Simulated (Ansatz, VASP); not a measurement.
# Si7Ge (alloy, x = 0.125, one random ordering in a cell of 16 atoms (invented)) in two plane-wave programs, part 3 of 3

Aim: how closely do two programs agree when they are given the same cell, functional and k mesh? The cell is generated by rule, not measured, and may not be a known phase. The cell is taken from a series of runs on this material, whose earlier steps may have relaxed, scaled, displaced or heated it; both programs get it as it stands.

VASP 6.6.1 and Ansatz 0.2.0.

So far: Set-up; VASP: relaxation of cell and atoms, r2SCAN, pair 1; Ansatz: relaxation of cell and atoms, r2SCAN, pair 1; Side by side.

## Step 5: VASP: relaxation of cell and atoms, r2SCAN, pair 2

Level of this step: r2SCAN; plane waves and PAW (Si, Ge_d); invented cell (VASP).

The relaxed volume is the usual yardstick between codes: in a stiff, nearly cubic crystal its relative difference is about their pressure difference at one cell divided by the bulk modulus.

The input, INCAR:

```
SYSTEM = Si7Ge
PREC = Accurate
ENCUT = 550
EDIFF = 1E-07
NELM = 120
ISMEAR = 0
SIGMA = 0.02
LREAL = .FALSE.
ALGO = Normal
METAGGA = R2SCAN
LASPH = .TRUE.
NBANDS = 58
LORBIT = 11
LWAVE = .FALSE.
LCHARG = .FALSE.
ISIF = 3
IBRION = 2
NSW = 80
EDIFFG = -0.005
GGA_COMPAT = .FALSE.
NELMIN = 4
EFERMI = MIDGAP
LMIXTAU = .TRUE.
KPAR = 4
```

The input, POSCAR:

```
Si7Ge
1.0
    3.8603610000      2.2287810000      6.3039430000
   -3.8603610000      2.2287810000      6.3039430000
    0.0000000000     -4.4575610000      6.3039430000
Si Ge
14 2
Direct
    0.6874999893      0.6874999893      0.1875000313
    0.6874999255      0.6874999255      0.6875000797
    0.1874999245      0.6875000540      0.6875000313
    0.1874998607      0.6874999902      0.1875000797
    0.6875000540      0.1874999245      0.6875000313
    0.6874999902      0.1874998607      0.1875000797
    0.1875000002      0.1875000002      0.6874999301
    0.8124999998      0.8124999998      0.3125000699
    0.3124999460      0.8125000755      0.3124999687
    0.3124999350      0.8125000645      0.8125000699
    0.8125000755      0.3124999460      0.3124999687
    0.8125000645      0.3124999350      0.8125000699
    0.3125000107      0.3125000107      0.8124999687
    0.3124999998      0.3124999998      0.3125000699
    0.1874999893      0.1874999893      0.1875000313
    0.8124999359      0.8124999359      0.8125001182
```

The input, KPOINTS:

```
Automatic mesh
0
Gamma
4 4 4
0 0 0
```

The projector-augmented-wave data sets are Si and Ge_d (PBE family, release 64).

The run is started by

```bash
> mpirun -np 4 vasp_std
```

Numbers of over 12 decimals in the logs are rounded to 6 here.

The program printed:

```text
[banner, memory and clock lines left out]
running    4 mpi-ranks, on    1 nodes
[...]
[... a notice as in an earlier step ...]

 LDA part: xc-table for (None), standard interpolation
 POSCAR, INCAR and KPOINTS ok, starting setup
[...]
entering main loop
       N       E                     dE             d eps       ncg     rms          rms(c)
DAV:   1     0.533013451138E+03    0.53301E+03   -0.35905E+04  2042   0.199E+03
DAV:   2    -0.510288535153E+02   -0.58404E+03   -0.54470E+03  1564   0.575E+02
DAV:   3    -0.154339794463E+03   -0.10331E+03   -0.99401E+02  1784   0.141E+02
DAV:   4    -0.161080721847E+03   -0.67409E+01   -0.66821E+01  1890   0.435E+01
[...]
DAV:  22    -0.150452914756E+03    0.29480E-05   -0.46490E-06  1678   0.141E-02    0.251E-03
DAV:  23    -0.150452921217E+03   -0.64606E-05   -0.55203E-06  1668   0.133E-02    0.129E-03
DAV:  24    -0.150452921270E+03   -0.53542E-07   -0.71934E-07  1604   0.391E-03
   1 F= -.15045292E+03 E0= -.15045292E+03  d E =-.150453E+03
[... from here on, the cycles between the ionic steps are left out ...]
   2 F= -.15049637E+03 E0= -.15049637E+03  d E =-.434535E-01
   3 F= -.15049685E+03 E0= -.15049685E+03  d E =-.439326E-01
   4 F= -.15049754E+03 E0= -.15049754E+03  d E =-.685683E-03
   5 F= -.15049805E+03 E0= -.15049805E+03  d E =-.119924E-02
   6 F= -.15049805E+03 E0= -.15049805E+03  d E =-.119887E-02
   7 F= -.15049808E+03 E0= -.15049808E+03  d E =-.292800E-04
 trial-energy change:   -0.000029  1 .order   -0.000030   -0.000046   -0.000014
 step:   1.4688(harm=  1.3592)  dis= 0.00060  next Energy=  -150.498086 (dE=-0.331E-04)
 reached required accuracy - stopping structural energy minimisation
```

From OUTCAR (step 5):

```text
  Total       -0.0035024     -0.0035024     -0.0029113      0.0000000     -0.0000000     -0.0000000
  in kB       -0.0171895     -0.0171895     -0.0142880      0.0000000     -0.0000000     -0.0000000
  external PRESSURE =      -0.0162223 kB  Pullay stress =       0.0000000 kB

 POSITION                                       TOTAL-FORCE (eV/Angst)
 -----------------------------------------------------------------------------------
      0.00000      2.20728      9.86815         0.000000      0.000234      0.002370
      0.00000     -0.00000     12.99013         0.000000     -0.000000     -0.002178
     -1.91156     -1.10364      9.86815        -0.000203     -0.000117      0.002370
     -1.93116      1.11496      6.70478         0.000290     -0.000167     -0.002850
      1.91156     -1.10364      9.86815         0.000203     -0.000117      0.002370
      1.93116      1.11496      6.70478        -0.000290     -0.000167     -0.002850
      0.00000     -2.22992      6.70478         0.000000      0.000335     -0.002850
      0.00000      2.22992     12.22644         0.000000     -0.000335      0.002850
     -1.91156      1.10364      9.06307        -0.000203      0.000117     -0.002370
     -1.93116     -1.11496     12.22644         0.000290      0.000167      0.002850
      1.91156      1.10364      9.06307         0.000203      0.000117     -0.002370
      1.93116     -1.11496     12.22644        -0.000290      0.000167      0.002850
      0.00000     -2.20728      9.06307         0.000000     -0.000234     -0.002370
      0.00000      0.00000      5.94109         0.000000      0.000000      0.002178
      0.00000      0.00000      3.55037         0.000000      0.000000      0.003409
      0.00000      0.00000     15.38085        -0.000000     -0.000000     -0.003409
 -----------------------------------------------------------------------------------
    total drift:                               -0.000000      0.000768     -0.000017

  FREE ENERGIE OF THE ION-ELECTRON SYSTEM (eV)
  ---------------------------------------------------
  free  energy   TOTEN  =      -150.4980820109 eV

  energy  without entropy=     -150.4980820109  energy(sigma->0) =     -150.49808201

[... 2 parts as in an earlier step ...]

[... 2 further parts left out ...]
[key lines of the parts left out:]
E-fermi :   5.9383
```

## Step 6: Ansatz: relaxation of cell and atoms, r2SCAN, pair 2

The same cell, functional, mesh and smearing now go to Ansatz, which takes its cutoff from its data sets.

The cell is taken from a series of runs on this material, whose earlier steps may have relaxed, scaled, displaced or heated it; both programs get it as it stands.

The input, input.yaml:

```yaml
crystal:
  lattice:
    - [3.860361, 2.228781, 6.303943]
    - [-3.860361, 2.228781, 6.303943]
    - [0.0, -4.457561, 6.303943]
  atoms:
    - { symbol: Si, position: [0.6875, 0.6875, 0.1875] }
    - { symbol: Si, position: [0.6875, 0.6875, 0.6875] }
    - { symbol: Si, position: [0.1875, 0.6875, 0.6875] }
    - { symbol: Si, position: [0.1875, 0.6875, 0.1875] }
    - { symbol: Si, position: [0.6875, 0.1875, 0.6875] }
    - { symbol: Si, position: [0.6875, 0.1875, 0.1875] }
    - { symbol: Ge, position: [0.1875, 0.1875, 0.1875] }
    - { symbol: Si, position: [0.1875, 0.1875, 0.6875] }
    - { symbol: Ge, position: [0.8125, 0.8125, 0.8125] }
    - { symbol: Si, position: [0.8125, 0.8125, 0.3125] }
    - { symbol: Si, position: [0.3125, 0.8125, 0.3125] }
    - { symbol: Si, position: [0.3125, 0.8125, 0.8125] }
    - { symbol: Si, position: [0.8125, 0.3125, 0.3125] }
    - { symbol: Si, position: [0.8125, 0.3125, 0.8125] }
    - { symbol: Si, position: [0.3125, 0.3125, 0.8125] }
    - { symbol: Si, position: [0.3125, 0.3125, 0.3125] }
kpoints:
  mp_grid: { grid: [4, 4, 4] }
hamiltonian:
  xc: r2scan
  pseudopotentials: { kind: paw, azcp: { folder: soft_1 } }
scf:
  occupations: { method: gaussian, width: 0.02 }
output:
  forces: true
  stress: true
  eigenvalues: true
  write_density: true
  write_potential: true
  elf: true
  volumetric_format: npy
relax:
  adjacent_minimum: "off"
  f_tol: 0.005
  max_steps: 80
  cell: { stress_tol: 0.05 }
```

The run is started by

```bash
> ansatz run input.yaml --threads 4 --pin off --max-ram 10240MiB --backend cpu --events-out ev --progress --plain --runs-dir out
```

The program printed:

```text
[...]
Crystal: 16 atoms, lattice volume = 325.431 Å³
Basis set: ecut = 500 eV, 8363 PW (Γ), exchange–correlation on 240×240×240 points (64 copies of the dense FFT grid, shifted against one another)
Bands: 58, of which v1, the nominal top of the filled ones, is band 42 counted from 1 (41 counted from 0)
Symmetry: 12 space group operations
[...]
k-points: 13 of 64
[...]
- { symbol: Ge, position: [0.812457, 0.812457, 0.812457] }
    - { symbol: Si, position: [0.812413, 0.812413, 0.312705] }
    - { symbol: Si, position: [0.313791, 0.808654, 0.313791] }
    - { symbol: Si, position: [0.312705, 0.812413, 0.812413] }
    - { symbol: Si, position: [0.808654, 0.313791, 0.313791] }
    - { symbol: Si, position: [0.812413, 0.312705, 0.812413] }
    - { symbol: Si, position: [0.313791, 0.313791, 0.808654] }
    - { symbol: Si, position: [0.313766, 0.313766, 0.313766] }
[key lines of the parts left out:]
SCF converged after 4 iterations
Free energy (F): -17552.669899 eV
Fermi energy:    6.759602 eV
P = ⅓ Tr σ = -0.0005 GPa (-0.005 kbar)
```

## Step 7: Differences

Compared:

```tsv
quantity	Ansatz	VASP	difference
volume (Å³)	327.03	326.45	+0.18 %
edge a after relaxation, in the typed setting (Å)	7.733	7.729	+0.06 %
```

## Step 8: What came out

```json
{
 "difference in volume (relaxation of cell and atoms, r2SCAN, pair 1)": "0.18 %",
 "difference in volume (relaxation of cell and atoms, r2SCAN, pair 2)": "0.18 %"
}
```

What this shows: The difference in volume is 0.18 % (relaxation of cell and atoms, r2SCAN, pair 1), within the 1.2 % picked in this series as the mark of a large difference, as far as the stopping tolerances let one tell. Such differences can come from data sets, numerical settings and the points named under the comparisons, not from the functional's error against experiment.

[Lines on the potential files, build, host, timing and source positions are cut from VASP's logs without a mark.]

[Logs are printed without paths, hosts, clocks, repeated set-up lines and the standing remarks that a program may print on its own settings, such as how far it seeks lower states.]

[Hosts, paths, dates, database ids (printed as entryN), source tags and the programs' standing remarks are cut or masked in the printed files.]
